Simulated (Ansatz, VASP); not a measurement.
# MoS2 in two plane-wave programs

Aim: how closely do two programs agree when they are given the same cell, functional and k mesh? The structure shown comes from an earlier Ansatz run, which isn't shown and may have moved the atoms alone.

Calculated with Ansatz 0.2.0; plane waves, with VASP 6.6.1 beside it; elastic constants at PBEsol.

**1. The structure**

It takes space group P6_3/mmc (No. 194, hexagonal). The conventional cell has a = 3.141 Å, b = 3.141 Å, c = 12.582 Å, α = 90.00°, β = 90.00°, γ = 120.00°. Mo has 6 S at 2.39 Å nearest. Nearest to S lie 3 Mo at 2.39 Å. Farther neighbours and most contacts between anions are not listed.

**2. Ansatz: elastic constants, PBEsol**

Ansatz runs on its default PAW (the set named soft_2) files.

Elastic constants are differences of stresses under small strains, so they test the stress and the mesh.

The input, input.yaml:

```yaml
crystal:
  lattice:
    - [3.1413450562, 0.0, 0.0]
    - [-1.5706725281, 2.7204846207, 0.0]
    - [0.0, 0.0, 12.5820674875]
  atoms:
    - { symbol: Mo, position: [0.3333333333, 0.6666666667, 0.25] }
    - { symbol: Mo, position: [0.6666666667, 0.3333333333, 0.75] }
    - { symbol: S, position: [0.3333333333, 0.6666666667, 0.6260878776] }
    - { symbol: S, position: [0.6666666667, 0.3333333333, 0.1260878776] }
    - { symbol: S, position: [0.3333333333, 0.6666666667, 0.8739121224] }
    - { symbol: S, position: [0.6666666667, 0.3333333333, 0.3739121224] }
kpoints:
  mp_grid: { grid: [9, 9, 2] }
hamiltonian:
  xc: pbesol
scf:
  occupations: { method: gaussian, width: 0.02 }
output:
  forces: true
  stress: true
  eigenvalues: true
basis:
  ecutwfc: 590.0
elastic:
  mode: relaxed_ion
  stencil: two_point
```

Launch:

```bash
ansatz run input.yaml --threads 4 --pin off --max-ram 16384MiB --backend cpu --events-out ev --progress --plain --runs-dir out
```

Numbers of over 12 decimals in the logs are rounded to 6 here.

Output:

```text
Engine: ansatz 0.2.0, aarch64-unknown-linux-gnu
Pseudopotentials: kind: paw
Pseudopotential: Mo, paw, valence charge 14, recommended cutoff 420 eV (normal), Mo.paw.azcp
Pseudopotential: S, paw, valence charge 6, recommended cutoff 420 eV (normal), S.paw.azcp
Functional definition: PBEsol
  exchange = pbesol_x
  correlation = pbesol_c
Crystal: 6 atoms, lattice volume = 107.526 Å³
Basis set: ecut = 590 eV, 3517 PW (Γ), exchange–correlation on 50×50×200 points (8 copies of the dense FFT grid, shifted against one another)
Bands: 32, of which v1, the nominal top of the filled ones, is band 26 counted from 1 (25 counted from 0)
Symmetry: 24 space group operations
Space group: P63/mmc (ITA 194), of the structure as read, at distance tolerance 4.8e-5 Å
k-points: 24 of 162
Non-local potential: Mo, projectors of the file, l = 0: 3, l = 1: 2, l = 2: 2, l = 3: 1
Non-local potential: S, projectors of the file, l = 0: 2, l = 1: 2, l = 2: 2
PAW form: soft (Blöchl's): semilocal exchange-correlation on the pseudo side does not see the compensation charge
PAW frozen core: Mo, regenerated for the run's functional, and the local potential with it (the file was generated under x = pbe(κ = 0.804, μ = 0.219515), c = pbe(β = 0.066725))
PAW frozen core: S, regenerated for the run's functional, and the local potential with it (the file was generated under x = pbe(κ = 0.804, μ = 0.219515), c = pbe(β = 0.066725))
PAW one-centre angular grid: Mo, 590 points (default); XC on 64 Gauss nodes
PAW one-centre angular grid: S, 110 points (default); XC on 64 Gauss nodes
Initial density: superposition of atomic densities (neutral atoms: chi_scale 0, normalization atom), corrected by the library's trained network
Initial wavefunctions: pseudopotential atomic-orbital guess
Functional: x = pbesol(κ = 0.804, μ = 0.123457), c = pbesol(β = 0.046)
SCF iter   1: F=—  HF=-13340.339779 eV  |F-HF|=—  |Δ(HF+E_count)|=         —  Δρ=6.81e-3  dr2=3.98e-2  ethr=1.77e-3  ⟨swp⟩=7.2  Hψ=3434  notcnv=0
preconditioner: auto → Resta (q_TF=auto, 2.417 Å⁻¹)  ε∞=8.5  [insulator: Δε(μ)=1.056 eV  Ē_g=7.834 eV  σ=0.020 eV  W_gap=1.00  n_scr=26 (ndim 8)  ℏωp=21.5 eV  f_vac=0.022  D(μ)=0.00/eV (n_scr^D=0)  ε∞_Penn≈8.5]
SCF iter   2: F=—  HF=-13340.341507 eV  |F-HF|=—  |Δ(HF+E_count)|=   1.73e-3  Δρ=3.64e-3  dr2=6.62e-3  ethr=7.65e-5  ⟨swp⟩=2.4  Hψ=1486  notcnv=0  defer=35
SCF iter   3: F=—  HF=-13340.342993 eV  |F-HF|=—  |Δ(HF+E_count)|=   1.49e-3  Δρ=1.77e-3  dr2=1.74e-3  ethr=1.27e-5  ⟨swp⟩=2.3  Hψ=1183  notcnv=0  defer=35
SCF iter   4: F=—  HF=-13340.343552 eV  |F-HF|=—  |Δ(HF+E_count)|=   5.59e-4  Δρ=1.75e-4  dr2=6.64e-5  ethr=3.35e-6  ⟨swp⟩=2.0  Hψ=1164  notcnv=0  defer=35
SCF iter   5: F=—  HF=-13340.343567 eV  |F-HF|=—  |Δ(HF+E_count)|=   1.52e-5  Δρ=4.38e-5  dr2=3.20e-6  ethr=1.28e-7  ⟨swp⟩=2.0  Hψ=1076  notcnv=0  defer=35
SCF iter   6: F=—  HF=-13340.343577 eV  |F-HF|=—  |Δ(HF+E_count)|=   9.91e-6  Δρ=1.25e-5  dr2=4.75e-7  ethr=6.16e-9  ⟨swp⟩=2.0  Hψ=1078  notcnv=0  defer=35
SCF iter   7: F=—  HF=-13340.343577 eV  |F-HF|=—  |Δ(HF+E_count)|=   3.46e-7  Δρ=3.55e-6  dr2=2.24e-8  ethr=9.13e-10  ⟨swp⟩=2.0  Hψ=1108  notcnv=0  defer=35
SCF iter   8: F=—  HF=-13340.343577 eV  |F-HF|=—  |Δ(HF+E_count)|=   1.84e-8  Δρ=6.42e-7  dr2=3.90e-10  ethr=4.31e-11  ⟨swp⟩=2.0  Hψ=1132  notcnv=0  defer=35
SCF iter   9: F=—  HF=-13340.343577 eV  |F-HF|=—  |Δ(HF+E_count)|=  5.68e-10  Δρ=1.00e-7  dr2=9.24e-12  ethr=7.51e-13 (applied; sched 1.00e-12)  ⟨swp⟩=2.0  Hψ=1167  notcnv=0  defer=35
SCF iter  10: F=—  HF=-13340.343577 eV  |F-HF|=—  |Δ(HF+E_count)|=  1.64e-11  Δρ=1.94e-8  dr2=3.66e-13  ethr=1.78e-14 (applied; sched 1.00e-12)  ⟨swp⟩=2.0  Hψ=1225  notcnv=0  defer=35
[...]
SCF 1 converged in 11 iterations: F = -13340.343577 eV  dr2 = 5.13e-14
  greatest PAW one-centre occupation: 0.999 electrons in one spin orbital (limit 2), on the Mo atom at site 1 (counted from 0), in its partial waves of l = 0
relax step   1: F+E_penalty+E_count = -13340.34357729 eV  Δ(F+E_penalty+E_count) = +0.000e0 eV  max|allowed force component| = 5.634e-5 eV/Å  Δτ_max = 0.0000 Å  (11 SCF iters, accepted)
Initial density: handed on by an earlier stage of this run
Initial wavefunctions: pseudopotential atomic-orbital guess (no wavefunctions were taken with the density)
[...]
preconditioner: auto → Resta (q_TF=auto, 2.417 Å⁻¹)  ε∞=8.5  [insulator: Δε(μ)=1.061 eV  Ē_g=7.856 eV  σ=0.020 eV  W_gap=1.00  n_scr=26 (ndim 8)  ℏωp=21.5 eV  f_vac=0.019  D(μ)=0.00/eV (n_scr^D=0)  ε∞_Penn≈8.5]
[...]
SCF 28 converged in 8 iterations: F = -13340.343563 eV  dr2 = 1.89e-14
relax step   3: F+E_penalty+E_count = -13340.34356261 eV  Δ(F+E_penalty+E_count) = -6.559e-9 eV  max|allowed force component| = 7.509e-6 eV/Å  Δτ_max = 0.0001 Å  (8 SCF iters, accepted)
iter 1 solved again at ethr=1.00e-12 eV; its pass at ethr=3.10e-3 eV (dr2=6.41e-11 eV) is discarded
SCF iter   1: F=—  HF=-13340.343561 eV  |F-HF|=—  |Δ(HF+E_count)|=         —  Δρ=4.28e-7  dr2=7.49e-11  ethr=1.00e-12  ⟨swp⟩=3.0  Hψ=8150  notcnv=0
SCF iter   2: F=—  HF=-13340.343563 eV  |F-HF|=—  |Δ(HF+E_count)|=   1.15e-6  Δρ=1.99e-7  dr2=1.62e-11  ethr=1.44e-13 (applied; sched 1.00e-12)  ⟨swp⟩=3.0  Hψ=3742  notcnv=0
SCF iter   3: F=—  HF=-13340.343563 eV  |F-HF|=—  |Δ(HF+E_count)|=  3.64e-12  Δρ=1.36e-7  dr2=7.42e-12  ethr=3.12e-14 (applied; sched 1.00e-12)  ⟨swp⟩=1.0  Hψ=1600  notcnv=0
SCF iter   4: F=—  HF=-13340.343563 eV  |F-HF|=—  |Δ(HF+E_count)|=    0.00e0  Δρ=8.93e-8  dr2=3.25e-12  ethr=1.43e-14 (applied; sched 1.00e-12)  ⟨swp⟩=1.0  Hψ=1600  notcnv=0
SCF iter   5: F=—  HF=-13340.343563 eV  |F-HF|=—  |Δ(HF+E_count)|=  3.64e-12  Δρ=6.13e-8  dr2=1.53e-12  ethr=6.25e-15 (applied; sched 1.00e-12)  ⟨swp⟩=1.0  Hψ=1600  notcnv=0
SCF iter   6: F=—  HF=-13340.343563 eV  |F-HF|=—  |Δ(HF+E_count)|=  3.64e-12  Δρ=4.38e-8  dr2=7.89e-13  ethr=2.94e-15 (applied; sched 1.00e-12)  ⟨swp⟩=1.0  Hψ=1600  notcnv=0
SCF iter   7: F=—  HF=-13340.343563 eV  |F-HF|=—  |Δ(HF+E_count)|=  1.82e-12  Δρ=2.96e-8  dr2=3.59e-13  ethr=1.52e-15 (applied; sched 1.00e-12)  ⟨swp⟩=1.0  Hψ=1600  notcnv=0
SCF iter   8: F=—  HF=-13340.343563 eV  |F-HF|=—  |Δ(HF+E_count)|=    0.00e0  Δρ=1.89e-8  dr2=1.48e-13  ethr=6.90e-16 (applied; sched 1.00e-12)  ⟨swp⟩=1.0  Hψ=1600  notcnv=0
SCF iter   9: F=-13340.343563 eV  HF=-13340.343563 eV  |F-HF|=3.64e-12  |Δ(HF+E_count)|=    0.00e0  Δρ=1.31e-8  dr2=7.02e-14  ethr=1.00e-12  ⟨swp⟩=3.1  Hψ=4009  notcnv=0
SCF 29 converged in 9 iterations: F = -13340.343563 eV  dr2 = 7.02e-14
SCF converged after 10 iterations
Free energy (F): -13340.343577 eV
Harris-Foulkes:  -13340.343577 eV  (|F-HF|=1.82e-12)
Internal energy: -13340.343577 eV  (E = F + TS)
E sigma→0 (E₀):  -13340.343577 eV
Fermi energy:    11.178943 eV
--- Per-component energies (eV) ---
  E_band       = -320.900983
  E_kinetic    = 1313.359843
  E_local      = -4127.131502  (includes V_loc(G=0)·N_el)
  E_nonlocal   = 402.870871
  E_hartree    = 1604.527032
  E_xc         = -751.662666
  E_vxc        = -809.564106  (∫ρ·V_xc dr)
  E_paw        = -8623.839908  (= ΣΔE_a)
  E_vpaw       = -309.490155  (= ΣTr[D̂ρ^β])
  E_aug_tail   = 0.000005  (compensation charges beyond the density's cutoff)
  E_ewald      = -3159.133649
  E_core_change = 0.666396  (= ΣΔE_core)
  E_smearing   = -0.000000  (= −TS)
  E_closure    = -0.000000  (closes the sum)
  Σ components = -13340.343577   (vs F -13340.343577, Δ=0.00e0)
--- Forces (eV/Å), atoms counted from 1 ---
  atom   1  Mo    -0.00000000    -0.00000000    -0.00000000
  atom   2  Mo     0.00000000     0.00000000     0.00000000
  atom   3  S     -0.00000000     0.00000000    -0.00002211
  atom   4  S     -0.00000000    -0.00000000    -0.00002211
  atom   5  S     -0.00000000     0.00000000     0.00002211
  atom   6  S      0.00000000    -0.00000000     0.00002211
  max |Σ_I F_I| component: 3.12e-17 eV/Å
--- Stress (GPa, compression-positive) ---
       -0.000029       0.000000      -0.000000
        0.000000      -0.000029      -0.000000
       -0.000000      -0.000000       0.002502
  P = ⅓ Tr σ = 0.0008 GPa (0.008 kbar)
--- Band table (eV; the first three rows and the last of 24) ---
  k-point 0: bands = [... 22 lower, 8.6072, 9.3362, 9.5163, 10.6491, 12.9279, 12.9279, 12.9475, 12.9475, ... 2 higher]
  k-point 1: bands = [... 22 lower, 8.5914, 8.5914, 10.3562, 10.3562, 12.9335, 12.9335, 12.9335, 12.9335, ... 2 higher]
  k-point 2: bands = [... 22 lower, 8.7173, 9.5309, 9.6062, 10.3365, 12.6780, 12.7157, 12.8079, 12.9208, ... 2 higher]
  k-point 23: bands = [... 22 lower, 7.8489, 7.8489, 10.0373, 10.0373, 11.8572, 11.8572, 13.0325, 13.0325, ... 2 higher]
--- Elastic constants: 3 strain directions × 2 members + reference (group order 24) ---
  dense FFT box of the reference and of every strained cell: 25×25×100
  strains applied: 11, 33, 23; error gains: componentwise 1.00 (the most a stress slope's error grows in a printed constant), spectral 1.41 (1 for all six strains in a standard setting)
  reference relaxed by the batch: 2 steps; max|allowed force component| 5.63e-5 eV/Å at the deck's positions, 2.21e-5 at the last accepted step, 2.21e-5 by the solve of record
  largest displacement 4.0e-6 Å; the constants are those of the deck's cell at these positions:
  atoms:
    - { symbol: Mo, position: [0.333333, 0.666667, 0.25] }
    - { symbol: Mo, position: [0.666667, 0.333333, 0.75] }
    - { symbol: S, position: [0.333333, 0.666667, 0.626088] }
    - { symbol: S, position: [0.666667, 0.333333, 0.126088] }
    - { symbol: S, position: [0.333333, 0.666667, 0.873912] }
    - { symbol: S, position: [0.666667, 0.333333, 0.373912] }
  C = ∂σ_k/∂η_j (tension-positive GPa; Voigt order 11 22 33 23 13 12):
       224.646     53.446      4.512     -0.000      0.000      0.000
        53.446    224.646      4.512     -0.000      0.000     -0.000
         4.512      4.512     21.025     -0.000      0.000      0.000
         0.000     -0.000      0.000     10.825     -0.000     -0.000
         0.000     -0.000      0.000     -0.000     10.825     -0.000
         0.000      0.000     -0.000     -0.000      0.000     85.600
  reference stress σ⁰ (GPa):      0.000      0.000     -0.003      0.000      0.000     -0.000
  C* (energy form; C + prestress term) asymmetry max|C*_kj − C*_jk| = 2.170e-3 GPa — a small one proves nothing (zero by symmetry where the batch's group is 432, −43m or m−3m); a large one is finite-difference/SCF noise where every solve meets its electron count
  moduli (Voigt/Reuss/Hill, GPa): K = 66.14/19.22/42.68   G = 48.64/18.08/33.36   E = 79.40   ν = 0.190
  mechanically stable: yes (min eigenvalue of sym C = 10.82 GPa)
  strain η (Voigt 11):  stress-route row diagonal C_11 = 224.65 GPa, energy-path curvature d²(F+E_count+ΔE)/dδ²/Ω₀ = 224.64 GPa
         δ    σ_11 (GPa)             F (eV)   n_scf  n_hpsi   n_pw
    -2.000e-3      -0.4528      -13340.3432743       9   26190   3534   relax 4 steps, max|allowed force component| 1.08e-5 eV/Å
     2.000e-3       0.4458      -13340.3432772       6   23541   3554   relax 3 steps, max|allowed force component| 1.00e-5 eV/Å
  strain η (Voigt 33):  stress-route row diagonal C_33 = 21.03 GPa, energy-path curvature d²(F+E_count+ΔE)/dδ²/Ω₀ = 21.02 GPa
         δ    σ_33 (GPa)             F (eV)   n_scf  n_hpsi   n_pw
    -2.000e-3      -0.0456      -13340.3435452       9   12552   3530   relax 3 steps, max|allowed force component| 1.25e-6 eV/Å
     2.000e-3       0.0385      -13340.3435533       9   12597   3566   relax 3 steps, max|allowed force component| 1.29e-6 eV/Å
  strain η (Voigt 23):  stress-route row diagonal C_44 = 10.82 GPa, energy-path curvature d²(F+E_count+ΔE)/dδ²/Ω₀ = 10.83 GPa
         δ    σ_23 (GPa)             F (eV)   n_scf  n_hpsi   n_pw
    -2.000e-3      -0.0216      -13340.3435626       8   26190   3546   relax 4 steps, max|allowed force component| 1.06e-6 eV/Å
     2.000e-3       0.0216      -13340.3435626       9   26347   3546   relax 3 steps, max|allowed force component| 7.51e-6 eV/Å
```

(Continued in part 2 of 2.)

[Lines on the potential files, build, host, timing and source positions are cut from VASP's logs without a mark.]

[Logs are printed without paths, hosts, clocks, repeated set-up lines and the standing remarks that a program may print on its own settings, such as how far it seeks lower states.]

[Hosts, paths, dates, database ids (printed as entryN), source tags and the programs' standing remarks are cut or masked in the printed files.]
